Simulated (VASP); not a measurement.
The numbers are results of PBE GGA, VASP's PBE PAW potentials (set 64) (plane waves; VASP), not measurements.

VASP input:

INCAR:
```
LMAXMIX = 4   ! l cut-off of mixed one-centre charges
ENCUT = 520   ! plane-wave cut-off (eV)
LCHARG = .False.
ALGO = Normal   ! blocked Davidson
LASPH = .True.
SIGMA = 0.1   ! width (eV)
EDIFF = 1E-6   ! SCF stop (eV)
LWAVE = .False.
GGA = PE
SYSTEM = RuAl
ISIF = 2   ! forces and stress, cell fixed
LREAL = .False.   ! projection in real space or not
PREC = Accurate
NELM = 100   ! most electronic steps
ISMEAR = 1
```

**KPOINTS**
```
Automatic mesh
0
Gamma
11 11 11
0 0 0
```

File POSCAR:
```
RuAl
1
    2.9774450000     0.0000000000     0.0000000000
    0.0000000000     3.0132180000     0.0000000000
    0.0000000000     0.0000000000     3.0479160000
Al Ru
1 1
Direct
  0.5000000000   0.5000000000   0.5000000000
  0.0254500000   0.0000000000   0.0000000000
```

POTCAR, in this order: Al Ru_pv (PBE.64 set). Program: vasp_std.

What VASP printed:

File OUTCAR:
```
 ion  position               nearest neighbor table
   1  0.500  0.500  0.500-   2 2.57   2 2.57   2 2.57   2 2.57   2 2.65   2 2.65   2 2.65   2 2.65
  LATTYP: Found a simple orthorhombic cell.
 ALAT       =     2.9774450000
 B/A-ratio  =     1.0120146636
 C/A-ratio  =     1.0236682793
 Subroutine PRICEL returns:
 Original cell was already a primitive cell.
 Subroutine GETGRP returns: Found  4 space group operations
The static configuration has the point symmetry C_2v.
The dynamic configuration has the point symmetry C_2v.
 Subroutine INISYM returns: Found  4 space group operations
 Subroutine IBZKPT returns following result:
 Found    216 irreducible k-points:

 Following reciprocal coordinates:
            Coordinates               Weight
  0.000000  0.000000  0.000000      1.000000
  0.090909  0.000000  0.000000      2.000000
  0.181818  0.000000  0.000000      2.000000
  0.272727  0.000000  0.000000      2.000000
  0.363636  0.000000  0.000000      2.000000
  0.454545  0.000000  0.000000      2.000000
  0.000000  0.090909  0.000000      2.000000
  0.090909  0.090909  0.000000      4.000000
  0.181818  0.090909  0.000000      4.000000
  0.272727  0.090909  0.000000      4.000000
  0.363636  0.090909  0.000000      4.000000
  0.454545  0.090909  0.000000      4.000000
  0.000000  0.181818  0.000000      2.000000
  0.090909  0.181818  0.000000      4.000000
  0.181818  0.181818  0.000000      4.000000
  0.272727  0.181818  0.000000      4.000000
  0.363636  0.181818  0.000000      4.000000
  0.454545  0.181818  0.000000      4.000000
  0.000000  0.272727  0.000000      2.000000
  0.090909  0.272727  0.000000      4.000000
  0.181818  0.272727  0.000000      4.000000
  0.272727  0.272727  0.000000      4.000000
  0.363636  0.272727  0.000000      4.000000
...
```

### OSZICAR
```
       N       E                     dE             d eps       ncg     rms          rms(c)
DAV:   1     0.109560490798E+03    0.10956E+03   -0.93547E+03  5208   0.133E+03
DAV:   2    -0.125977788720E+02   -0.12216E+03   -0.11738E+03  5604   0.344E+02
DAV:   3    -0.148682338543E+02   -0.22705E+01   -0.21873E+01  6180   0.473E+01
DAV:   4    -0.148913316622E+02   -0.23098E-01   -0.23064E-01  5980   0.486E+00
DAV:   5    -0.148919270409E+02   -0.59538E-03   -0.59536E-03  6552   0.680E-01    0.117E+01
DAV:   6    -0.143180767175E+02    0.57385E+00   -0.36976E+00  5452   0.218E+01    0.238E+00
DAV:   7    -0.142417131300E+02    0.76364E-01   -0.29797E-01  5476   0.647E+00    0.197E+00
DAV:   8    -0.142257335234E+02    0.15980E-01   -0.18928E-02  5788   0.132E+00    0.210E-01
DAV:   9    -0.142255972009E+02    0.13632E-03   -0.29691E-04  6164   0.176E-01    0.126E-01
DAV:  10    -0.142255895777E+02    0.76232E-05   -0.50867E-05  6056   0.873E-02    0.139E-02
DAV:  11    -0.142255884088E+02    0.11689E-05   -0.51827E-06  5908   0.295E-02    0.566E-03
DAV:  12    -0.142255882402E+02    0.16864E-06   -0.24265E-07  2916   0.572E-03
   1 F= -.14225588E+02 E0= -.14225316E+02  d E =-.815674E-03
```

**OUTCAR**
```
------------------------ aborting loop because EDIFF is reached ----------------------------------------
  FORCE on cell =-STRESS in cart. coord.  units (eV):
  Direction    XX          YY          ZZ          XY          YZ          ZX
  --------------------------------------------------------------------------------------
  Total        0.0186419     -0.2145456     -0.4989940      0.0000000      0.0000000      0.0000000
  in kB        1.0922541    -12.5705091    -29.2367169      0.0000000      0.0000000      0.0000000
  external PRESSURE =     -13.5716573 kB  Pullay stress =       0.0000000 kB
  volume of cell :       27.34
      direct lattice vectors                 reciprocal lattice vectors
     2.977445000  0.000000000  0.000000000     0.335858429  0.000000000  0.000000000
     0.000000000  3.013218000  0.000000000     0.000000000  0.331871109  0.000000000
     0.000000000  0.000000000  3.047916000     0.000000000  0.000000000  0.328093031
 POSITION                                       TOTAL-FORCE (eV/Angst)
 -----------------------------------------------------------------------------------
      1.48872      1.50661      1.52396         0.536146      0.000000      0.000000
      0.07578      0.00000      0.00000        -0.536146      0.000000      0.000000
 -----------------------------------------------------------------------------------
    total drift:                                0.000041      0.000000      0.000001
  FREE ENERGIE OF THE ION-ELECTRON SYSTEM (eV)
  ---------------------------------------------------
  free  energy   TOTEN  =       -14.2255882402 eV

  energy  without entropy=      -14.2247725665  energy(sigma->0) =      -14.22531635
```
(Selected blocks of OUTCAR.)

### OUTCAR
```
 val. band max:       10.4203073521   @ k =   0.0000   0.0909   0.0909

 cond. band min:      10.4214935534   @ k =   0.1818   0.0909   0.0000


 Fermi energy:        10.4212176536

 k-point     1 :       0.0000    0.0000    0.0000
  band No.  band energies     occupation
      1     -31.3512      2.00000
      2     -31.3419      2.00000
      3     -31.3336      2.00000
      4       0.8716      2.00000
      5       6.9591      2.00000
      6       6.9616      2.00000
      7      10.5136     -0.03061
      8      10.5924     -0.03604
      9      10.6586     -0.00400
     10      16.0576      0.00000
     11      16.3990      0.00000
     12      16.7721      0.00000

 k-point     2 :       0.0909    0.0000    0.0000
  band No.  band energies     occupation
      1     -31.3510      2.00000
      2     -31.3497      2.00000
      3     -31.3404      2.00000
      4       1.0303      2.00000
      5       7.0166      2.00000
      6       7.0225      2.00000
      7      10.3828      1.60012
      8      10.4599      0.39674
      9      10.5340     -0.06763
     10      15.9746      0.00000
     11      16.3835      0.00000
     12      16.7132      0.00000

 k-point     3 :       0.1818    0.0000    0.0000
  band No.  band energies     occupation
      1     -31.3974      2.00000
      2     -31.3456      2.00000
      3     -31.3364      2.00000
      4       1.4951      2.00000
      5       7.1296      2.00000
      6       7.1756      2.00000
      7       9.8998      2.00000
      8       9.9968      2.00000
      9      10.5894     -0.03871
     10      14.5465      0.00000
     11      17.2175      0.00000
     12      17.5253      0.00000

 k-point     4 :       0.2727    0.0000    0.0000
  band No.  band energies     occupation
      1     -31.4578      2.00000
      2     -31.3403      2.00000
      3     -31.3312      2.00000
      4       2.2331      2.00000
      5       7.0431      2.00000
      6       7.3985      2.00000
...
```

The compound is RuAl in the CsCl type structure. The cell was not relaxed at this level, atoms are displaced from their ideal sites. The run is one of a series of settings (ENCUT = 520 against the base run), some of them coarse on purpose. The electron count is odd and the run is not spin-polarised, which forces a metal.
